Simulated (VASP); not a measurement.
# Li2Si4P (P6/mmm) in VASP: a series of runs

The runs below take Li2Si4P through relaxation of cell and atoms, single point, with PBE.

All numbers are computed with VASP 6.6.1; they aren't measurements. Logs are shortened: lines on timing, memory, paths and dates and some standing lists are left out, and cuts for length are marked.

**1. The cell of the first run**

It takes space group P6/mmm (No. 191, hexagonal). The conventional cell has a = 5.526 Å, b = 5.526 Å, c = 4.406 Å, α = 90.00°, β = 90.00°, γ = 120.00°. Li (site symmetry -6m2) has 3 Si at 1.60 Å as nearest neighbours. Around Si (site symmetry mmm) lie 2 Li at 1.60 Å. Si (site symmetry 6/mmm) has 2 P at 2.20 Å as nearest neighbours. P (site symmetry 6/mmm) has 2 Si at 2.20 Å as nearest neighbours.

The cell was built by a generator and needn't be a form met in nature.

**2. Relaxation of cell and atoms, PBE (random cell by space group and Wyckoff sites (P6/mmm, No. 191))**

INCAR

```
ALGO = Fast ; EDIFF = 1E-7
EDIFFG = -0.04 ; ENCUT = 600
GGA = PE ; IBRION = 2
ISIF = 3 ; ISMEAR = 0
LASPH = T ; LCHARG = F
LREAL = F ; LWAVE = F
NELM = 100 ; NSW = 90
PREC = Accurate ; SIGMA = 0.1
```

KPOINTS

```
k-points
0
Gamma
  6 6 4
```

POSCAR

```
Li2Si4P
1.0
    5.5263653900      0.0000000000      0.0000000000
   -2.7631826900      4.7859728100      0.0000000000
    0.0000000000      0.0000000000      4.4057476400
Li Si P
2 4 1
Direct
    0.3333333300      0.6666666700      0.5000000000
    0.6666666700      0.3333333300      0.5000000000
    0.5000000000      0.0000000000      0.5000000000
    0.0000000000      0.5000000000      0.5000000000
    0.5000000000      0.5000000000      0.5000000000
    0.0000000000      0.0000000000      0.5000000000
    0.0000000000      0.0000000000      0.0000000000
```

Potentials or basis: VASP PAW PBE potentials, release 64 (Li_sv, Si, P).

Command:

```console
$ cat potpaw_PBE.64/Li_sv/POTCAR potpaw_PBE.64/Si/POTCAR potpaw_PBE.64/P/POTCAR > POTCAR
$ mpirun -np 1 vasp_std > vasp.out
```

OUTCAR:

```text
EDIFF = 1E-7
   EDIFFG = -0.04
   ENCUT = 600
   GGA = PE
   IBRION = 2
   ISIF = 3
   ISMEAR = 0
   LASPH = T
   LREAL = F
   NELM = 100
   NSW = 90
   PREC = Accurate

 ion  position               nearest neighbor table
   1  0.333  0.667  0.500-   3 1.60   4 1.60   5 1.60
   2  0.667  0.333  0.500-   3 1.60   4 1.60   5 1.60
   3  0.500  0.000  0.500-   1 1.60   2 1.60   5 2.76   5 2.76   4 2.76   4 2.76   6 2.76   6 2.76

   4  0.000  0.500  0.500-   1 1.60   2 1.60   6 2.76   6 2.76   3 2.76   3 2.76   5 2.76   5 2.76

   5  0.500  0.500  0.500-   1 1.60   2 1.60   3 2.76   3 2.76   6 2.76   6 2.76   4 2.76   4 2.76

   6  0.000  0.000  0.500-   7 2.20   7 2.20   4 2.76   4 2.76   5 2.76   5 2.76   3 2.76   3 2.76

   7  0.000  0.000  0.000-   6 2.20   6 2.20

  LATTYP: Found a hexagonal cell.
 ALAT       =     5.5263653900
 C/A-ratio  =     0.7972233700

  Lattice vectors:

 A1 = (   5.5263653900,   0.0000000000,   0.0000000000)
 A2 = (  -2.7631826900,   4.7859728100,   0.0000000000)
 A3 = (   0.0000000000,   0.0000000000,   4.4057476400)

Analysis of symmetry for initial positions (statically):
=====================================================================
 Subroutine PRICEL returns:
 Original cell was already a primitive cell.

 Routine SETGRP: Setting up the symmetry group for a
 hexagonal supercell.

 Subroutine GETGRP returns: Found 24 space group operations
 (whereof 24 operations were pure point group operations)
 out of a pool of 24 trial point group operations.

The static configuration has the point symmetry D_6h.

Analysis of symmetry for dynamics (positions and initial velocities):
=====================================================================
 Subroutine PRICEL returns:
 Original cell was already a primitive cell.

 Routine SETGRP: Setting up the symmetry group for a
 hexagonal supercell.

 Subroutine GETGRP returns: Found 24 space group operations
 (whereof 24 operations were pure point group operations)
 out of a pool of 24 trial point group operations.

The dynamic configuration has the point symmetry D_6h.

 Subroutine INISYM returns: Found 24 space group operations
 (whereof 24 operations are pure point group operations),
 and found     1 'primitive' translations

----------------------------------------------------------------------------------------

                                     Primitive cell

  volume of cell :     116.5278

  direct lattice vectors                    reciprocal lattice vectors
     5.526365390  0.000000000  0.000000000     0.180950757  0.104471968  0.000000000
    -2.763182690  4.785972810  0.000000000     0.000000000  0.208943937  0.000000000
     0.000000000  0.000000000  4.405747640     0.000000000  0.000000000  0.226976232

  length of vectors
     5.526365390  5.526365380  4.405747640     0.208943936  0.208943937  0.226976232

  position of ions in fractional coordinates (direct lattice)
     0.333333330  0.666666670  0.500000000
     0.666666670  0.333333330  0.500000000
     0.500000000  0.000000000  0.500000000
     0.000000000  0.500000000  0.500000000
     0.500000000  0.500000000  0.500000000
     0.000000000  0.000000000  0.500000000
     0.000000000  0.000000000  0.000000000

  ion indices of the primitive-cell ions
   primitive index   ion index
                 1           1
                 2           2
                 3           3
                 4           4
                 5           5
                 6           6
                 7           7

----------------------------------------------------------------------------------------

 KPOINTS: k-points

Automatic generation of k-mesh.
 Grid dimensions read from file:
 generate k-points for:    6    6    4

 Generating k-lattice:

  Cartesian coordinates                     Fractional coordinates (reciprocal lattice)
     0.030158459  0.017411995  0.000000000     0.166666667  0.000000000  0.000000000
     0.000000000  0.034823989  0.000000000     0.000000000  0.166666667  0.000000000
     0.000000000  0.000000000  0.056744058     0.000000000  0.000000000  0.250000000

  Length of vectors
     0.034823989  0.034823989  0.056744058

  Shift w.r.t. Gamma in fractional coordinates (k-lattice)
     0.000000000  0.000000000  0.000000000

 Subroutine IBZKPT returns following result:
 ===========================================

 Found     21 irreducible k-points:

 Following reciprocal coordinates:
            Coordinates               Weight
  0.000000  0.000000  0.000000      1.000000
  0.166667 -0.000000  0.000000      6.000000
  0.333333 -0.000000  0.000000      6.000000
  0.500000 -0.000000  0.000000      3.000000
  0.166667  0.166667  0.000000      6.000000
  0.333333  0.166667  0.000000     12.000000
[... 13 lines left out ...]
  0.333333  0.166667  0.500000     12.000000
  0.333333  0.333333  0.500000      2.000000
   k-points           NKPTS =     21   k-points in BZ     NKDIM =     21   number of bands    NBANDS=     17
   number of dos      NEDOS =    301   number of ions     NIONS =      7
   total plane-waves  NPLWV =  82944
   dimension x,y,z NGX =    48 NGY =   48 NGZ =   36
   dimension x,y,z NGXF=    96 NGYF=   96 NGZF=   72
   ions per type =               2   4   1
   NGX,Y,Z   is equivalent  to a cutoff of  14.44, 14.44, 13.58 a.u.
   NGXF,Y,Z  is equivalent  to a cutoff of  28.88, 28.88, 27.17 a.u.
 SYSTEM =  unknown system
   PREC   = accura    normal or accurate (medium, high low for compatibility)
   ISTART =      0    job   : 0-new  1-cont  2-samecut
   ICHARG =      2    charge: 1-file 2-atom 10-const
   ISPIN  =      1    spin polarized calculation?
   LNONCOLLINEAR =      F non collinear calculations
   LSORBIT =      F    spin-orbit coupling
   LASPH  =      T    aspherical Exc in radial PAW
   ENCUT  =  600.0 eV  44.10 Ry    6.64 a.u.  11.04 11.04  8.80*2*pi/ulx,y,z
   NELM   =    100;   NELMIN=  2; NELMDL= -5     # of ELM steps
   EDIFF  = 0.1E-06   stopping-criterion for ELM
   LREAL  =      F    real-space projection
   EDIFFG = -.4E-01   stopping-criterion for IOM
   NSW    =     90    number of steps for IOM
   IBRION =      2    ionic relax: 0-MD 1-quasi-New 2-CG
   NFREE  =      1    steps in history (QN), initial steepest desc. (CG)
   ISIF   =      3    stress and relaxation
   ISYM   =      2    0-nonsym 1-usesym 2-fastsym
   POTIM  = 0.5000    time-step for ionic-motion
   TEBEG  =    0.0;   TEEND  =   0.0 temperature during run
   PSTRESS=    0.0 pullay stress
   NELECT =      27.0000    total number of electrons
   NUPDOWN=      -1.0000    fix difference up-down
   EMIN   =  10.00;   EMAX   =-10.00  energy-range for DOS
   EFERMI =   0.00;   METHOD = LEGACY
   ISMEAR =     0;   SIGMA  =   0.10  broadening in eV -4-tet -1-fermi 0-gaus
   EFERMI_NEDOS =   21; number of points for ismear=-14 and -15
   IALGO  =     68    algorithm
   IMIX   =      4    mixing-type and parameters
     AMIX     =   0.40;   BMIX     =  1.00
     AMIX_MAG =   1.60;   BMIX_MAG =  1.00
  volume/ion in A,a.u.               =      16.65       112.34
  Fermi-wavevector in a.u.,A,eV,Ry     =   1.005510  1.900138 13.756168  1.011050
  Thomas-Fermi vector in A             =   2.138194
   LORBIT       =      0    0 simple, 1 ext, 2 COOP (PROOUT), +10 PAW based schemes
   GGA     = PE    functional components
   LHFCALC =     F    Hartree Fock is set to
   AEXX    =    0.0000 exact exchange contribution
   IVDW    =     0    specifies the selected vdW correction
   LEPSILON=     F    determine dielectric tensor
   LRPA    =     F    only Hartree local field effects (RPA)
 conjugate gradient relaxation of ions
 non-spin polarized calculation
 RMM-DIIS sequential band-by-band and
 Gauss-broadening in eV      SIGMA  =   0.10
  energy-cutoff  :      600.00
  volume of cell :      116.53
 maximum number of plane-waves:      3912
 NGX is ok and might be reduce to    48
   NGX = 23   NGY = 23   NGZ = 17

--------------------------------------- Ionic step        1  -------------------------------------------

 number of electron      27.0000005 magnetization

 Free energy of the ion-electron system (eV)
  ---------------------------------------------------
  ext. energy  EPLUGINS =         0.00000000
  ---------------------------------------------------
  free energy    TOTEN  =        -6.30763791 eV

  energy without entropy =       -6.27441089  energy(sigma->0) =       -6.29102440

 E-fermi :   4.9262     XC(G=0):  -9.3304

 val. band max:        4.9175161047   @ k =   0.3333  -0.0000   0.0000
 cond. band min:       4.9311141313   @ k =   0.5000  -0.0000   0.0000
 fundamental gap:      0.0135980266
 Fermi energy:         4.9261938675

 k-point     1 :       0.0000    0.0000    0.0000
  band No.  band energies     occupation
      1     -42.6766      2.00000
      2     -42.6316      2.00000
      3      -7.2735      2.00000
      4      -2.7170      2.00000
      5      -1.3909      2.00000
      6      -1.3909      2.00000
[... 9 lines left out ...]
     16       7.4405      0.00000
     17       7.9066      0.00000
[... 514 lines left out ...]
  FREE ENERGIE OF THE ION-ELECTRON SYSTEM (eV)
  ---------------------------------------------------
  free  energy   TOTEN  =       -17.7448357395 eV

  energy  without entropy=      -17.7192458057  energy(sigma->0) =      -17.73204077

[... ionic steps 4 to 12 ...]

--------------------------------------- Ionic step       13  -------------------------------------------

 number of electron      27.0000036 magnetization

------------------------ aborting loop because EDIFF is reached ----------------------------------------

  FORCE on cell =-STRESS in cart. coord.  units (eV):
  Direction    XX          YY          ZZ          XY          YZ          ZX
  --------------------------------------------------------------------------------------
  -------------------------------------------------------------------------------------
  Total        0.0811156      0.0811156      0.4751540      0.0000000     -0.0000000     -0.0000000
  in kB        0.6192288      0.6192288      3.6272799      0.0000000     -0.0000000     -0.0000000
  external PRESSURE =       1.6219125 kB  Pullay stress =       0.0000000 kB
[... 67 lines left out ...]
  energy  without entropy=      -18.5485069022  energy(sigma->0) =      -18.56133914

--------------------------------------- Ionic step       15  -------------------------------------------

 number of electron      27.0000035 magnetization

 Free energy of the ion-electron system (eV)
  ---------------------------------------------------
  ext. energy  EPLUGINS =         0.00000000
  ---------------------------------------------------
  free energy    TOTEN  =       -18.57462818 eV

  energy without entropy =      -18.54948263  energy(sigma->0) =      -18.56205540

 E-fermi :   0.9932     XC(G=0):  -7.3642

 val. band max:        0.9826137784   @ k =   0.3333   0.1667   0.5000
 cond. band min:       1.0258132038   @ k =   0.3333  -0.0000   0.5000
 fundamental gap:      0.0431994254
 Fermi energy:         0.9931538135

 k-point     1 :       0.0000    0.0000    0.0000
  band No.  band energies     occupation
      1     -44.3984      2.00000
      2     -44.3972      2.00000
      3     -11.1972      2.00000
      4      -6.0801      2.00000
      5      -5.3936      2.00000
      6      -5.3936      2.00000
[... 9 lines left out ...]
     16       3.2677      0.00000
     17       3.2677      0.00000
[... 432 lines left out ...]
  FREE ENERGIE OF THE ION-ELECTRON SYSTEM (eV)
  ---------------------------------------------------
  free  energy   TOTEN  =       -18.5746281760 eV

  energy  without entropy=      -18.5494826271  energy(sigma->0) =      -18.56205540

 reached required accuracy - stopping structural energy minimisation
```

Wall time 32 min (1 thread of Intel Xeon Platinum 8559C (Emerald Rapids), shared host); peak memory 0.33 GiB.

What came out:

| Item | Value |
| --- | --- |
| Free energy | -18.5746 eV |
| Relaxed volume | 30.10 Å³/atom |
| Relaxed cell | a = 7.725 Å, b = 7.725 Å, c = 4.077 Å, α = 90.00°, β = 90.00°, γ = 120.00° |
| Space group after relaxing (to 0.05 Å) | P6/mmm (No. 191) |
| Energy gained by relaxing | 1752.4 meV/atom |
| Ionic steps | 15 |
| Pressure after relaxing | 0.0 GPa |
| Band gap on the k mesh | none (metal or under the smearing width) |

The path:
```csv
step,energy change (eV),largest force (eV/Å),pressure (GPa),volume (Å³)
1,0.0000,0.0000,42.01,116.53
2,-10.9626,0.0000,2.67,203.17
3,-11.4372,0.0000,0.39,219.36
4,-11.6052,0.0000,-2.19,253.85
5,-11.6584,0.0000,-1.09,233.29
6,-11.6590,0.0000,-0.93,230.10
7,-11.8081,0.0000,-0.90,227.41
8,-11.6971,0.0000,-0.52,223.37
9,-11.8595,0.0000,-0.70,218.62
10,-12.0908,0.0000,0.83,204.04
11,-12.2599,0.0000,0.17,210.04
12,-12.2662,0.0000,0.15,210.04
13,-12.2662,0.0000,0.16,209.88
14,-12.2665,0.0000,-0.10,211.31
15,-12.2670,0.0000,0.01,210.68
```

Final structure:
```xyz
7
Lattice="7.7250 0.0000 0.0000 -3.8625 6.6901 0.0000 0.0000 0.0000 4.0765" Properties=species:S:1:pos:R:3 pbc="T T T"
Li    0.0000    4.4600    2.0383
Li    3.8625    2.2300    2.0383
Si    3.8625    0.0000    2.0383
Si   -1.9313    3.3450    2.0383
Si    1.9313    3.3450    2.0383
Si    0.0000    0.0000    2.0383
P     0.0000    0.0000    0.0000
```

Levels at points of the mesh, in eV from the Fermi level:
| k point | band 9 | band 10 | band 11 | band 12 | band 13 | band 14 | band 15 | band 16 | band 17 |
| --- | --- | --- | --- | --- | --- | --- | --- | --- | --- |
| (0.00, 0.00, 0.00) | -3.30 | -1.78 | -1.49 | -0.50 | -0.50 | 1.18 | 1.65 | 2.27 | 2.27 |
| (0.50, 0.00, 0.00) | -2.65 | -1.99 | -1.23 | -0.51 | -0.50 | 0.23 | 0.80 | 1.43 | 2.25 |
| (0.00, 0.00, 0.50) | -1.60 | -1.60 | -1.32 | -1.32 | -0.79 | -0.12 | -0.12 | 0.60 | 0.60 |
| (0.50, 0.00, 0.50) | -1.43 | -0.87 | -0.84 | -0.78 | -0.52 | -0.20 | -0.09 | 0.06 | 0.08 |

Caveat: the cutoff is under 1.25 times the usual one of these potentials, so pressure, stress and relaxed cells hold a basis-set (Pulay) error; the volume moved by over 15 % at a fixed basis, so the end points are rough.

**3. Single point, PBE (random cell by space group and Wyckoff sites (P6/mmm, No. 191))**

INCAR

```
PREC     = Accurate       # precision mode
ENCUT    = 520            # plane-wave cutoff, eV
EDIFF    = 1E-7           # SCF threshold, eV
ISMEAR   = 0              # smearing method
SIGMA    = 0.1            # smearing width, eV
LREAL    = False          # projectors in reciprocal space
LASPH    = True           # aspherical terms in the spheres
NELM     = 100            # most SCF steps
ALGO     = Normal         # electronic algorithm
ISIF     = 2              # what is computed and relaxed
LWAVE    = False          # write WAVECAR
LCHARG   = True           # write CHGCAR
GGA      = PE             # functional
LELF     = True           # ELF
LVHAR    = True         
NBANDS   = 22             # bands
```

KPOINTS

```
Automatic mesh
0
Gamma
  6 6 4
```

POSCAR is that of step 2.

Potentials or basis: VASP PAW PBE potentials, release 64 (Li_sv, Si, P).

Command:

```console
$ cat potpaw_PBE.64/Li_sv/POTCAR potpaw_PBE.64/Si/POTCAR potpaw_PBE.64/P/POTCAR > POTCAR
$ mpirun -np 1 vasp_std > vasp.out
```

Wall time 43 s (1 thread of Intel Xeon Platinum 8559C (Emerald Rapids), shared host); peak memory 0.24 GiB.

It converged, with:

```yaml
Free_energy: -6.2990 eV
Band_gap_on_the_k_mesh: none (metal or under the smearing width)
```

Levels at points of the mesh, in eV from the Fermi level:
```
           k point  band 10  band 11  band 12  band 13  band 14  band 15  band 16  band 17  band 18  band 19
(0.00, 0.00, 0.00)    -2.89    -1.29    -0.96     0.30     0.30     2.51     2.51     2.98     3.49     3.49
(0.50, 0.00, 0.00)    -1.55    -1.52    -0.97    -0.82    -0.06     0.00     1.26     1.77     2.08     3.24
(0.00, 0.00, 0.50)    -2.95    -1.47    -1.47    -0.56     1.02     1.02     1.75     2.67     2.67     3.10
(0.50, 0.00, 0.50)    -1.81    -1.48    -1.41    -0.92    -0.05     0.92     1.62     2.29     2.47     4.29
```

Caveat: the cutoff is under 1.25 times the usual one of these potentials, so pressure, stress and relaxed cells hold a basis-set (Pulay) error; a pressure of tens of GPa on the cell as given is suspect, and the run, the potentials or the cell itself is likely at fault.
